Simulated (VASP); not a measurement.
Here is the system:

```yaml
crystal:
  lattice:
    - [0.00000, 2.65243, 2.65243]
    - [2.65243, 0.00000, 2.65243]
    - [2.65243, 2.65243, 0.00000]
  atoms:
    - { symbol: Mn, position: [0.00000, 0.00000, 0.00000], spin: 2.6 }
    - { symbol: Si, position: [0.25000, 0.25000, 0.25000], spin: -0.2 }
```

Level of theory: PBEsol GGA, VASP's PBE PAW potentials (set 64) (plane waves; VASP). Run with 400 eV cut-off, Gaussian smearing of 0.050 eV, potentials Mn_pv Si.

Task: Give the spin-up energies of bands 4 to 12 at the high-symmetry points, in eV from the Fermi level.

Result: 
```
band      Γ      X      U      L      W
----  -----  -----  -----  -----  -----
4     -9.43  -6.47  -6.55  -7.29  -6.47
5     -2.79  -4.23  -3.74  -3.90  -3.48
6     -2.79  -1.83  -2.26  -2.65  -2.73
7     -2.79  -1.83  -2.12  -2.65  -2.14
8     -1.86  -1.83  -1.89  -1.60  -1.60
9     -1.86  -1.52  -1.64  -1.60  -1.19
10     5.81  -0.80  -0.79  -1.04  -0.98
11     5.81   0.78  -0.03   3.54  -0.30
12     5.81   0.78   1.65   3.54   0.77
```

Task: Give the spin-down energies of bands 4 to 12 at the high-symmetry points, in eV from the Fermi level.

Result: 
```json
[
 {"band": "4", "Γ": "-9.45", "X": "-6.50", "U": "-6.56", "L": "-7.31", "W": "-6.48"},
 {"band": "5", "Γ": "-1.48", "X": "-3.66", "U": "-3.08", "L": "-3.80", "W": "-2.71"},
 {"band": "6", "Γ": "-1.48", "X": "-0.60", "U": "-1.98", "L": "-1.19", "W": "-2.18"},
 {"band": "7", "Γ": "-1.48", "X": "-0.58", "U": "-0.73", "L": "-1.19", "W": "-1.00"},
 {"band": "8", "Γ": "0.69", "X": "-0.58", "U": "-0.32", "L": "0.77", "W": "-0.39"},
 {"band": "9", "Γ": "0.69", "X": "1.11", "U": "0.72", "L": "0.82", "W": "0.40"},
 {"band": "10", "Γ": "6.38", "X": "1.22", "U": "0.94", "L": "0.82", "W": "1.21"},
 {"band": "11", "Γ": "6.38", "X": "1.54", "U": "1.95", "L": "4.06", "W": "1.53"},
 {"band": "12", "Γ": "6.38", "X": "1.54", "U": "2.59", "L": "4.06", "W": "2.62"}
]
```

It has no gap at this level: it comes out as a metal or semimetal.

The structure was generated: MnSi was put into the zinc blende type (F-43m), which need not be its known phase. It was relaxed first, which changed the volume by -22 %.
